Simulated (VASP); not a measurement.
Input:

```yaml
crystal:
  lattice:
    - [3.45911, 0.00000, 0.00000]
    - [0.00000, 3.45911, 0.00000]
    - [0.00000, 0.00000, 3.45911]
  atoms:
    - { symbol: Si, position: [0.00000, 0.00000, 0.00000] }
    - { symbol: Ni, position: [0.00000, 0.50000, 0.50000] }
    - { symbol: Ni, position: [0.50000, 0.00000, 0.50000] }
    - { symbol: Ni, position: [0.50000, 0.50000, 0.00000] }
```

Method: PBEsol GGA, VASP's PBE PAW potentials (set 64) (plane waves; VASP). Settings: 400 eV cut-off, Gaussian smearing of 0.050 eV, potentials Si Ni.

Question: Give the energies of bands 7 to 20 at the high-symmetry points, in eV from the Fermi level.

Answer: 
```
band      Γ      X      M      R
----  -----  -----  -----  -----
7     -3.75  -3.06  -2.86  -3.87
8     -1.62  -2.31  -2.86  -2.32
9     -1.62  -2.31  -2.22  -2.32
10    -1.62  -2.17  -2.22  -2.32
11    -0.91  -2.04  -1.61  -1.50
12    -0.91  -1.37  -1.49  -1.50
13    -0.91  -1.37  -1.49  -1.50
14    -0.62  -1.33  -1.49  -1.30
15    -0.62  -1.19  -1.16  -1.30
16    -0.28  -0.55  -1.05  -0.50
17     0.06   0.06  -0.98  -0.19
18     0.06   3.80   0.72  -0.19
19     0.06   3.80   0.72  -0.19
20     5.25   5.36   5.89   1.43
```

It has no gap at this level: it comes out as a metal or semimetal.

The compound is Ni3Si in the L1_2 structure. It was relaxed first. The run is not spin-polarised, so no magnetic state was tried.
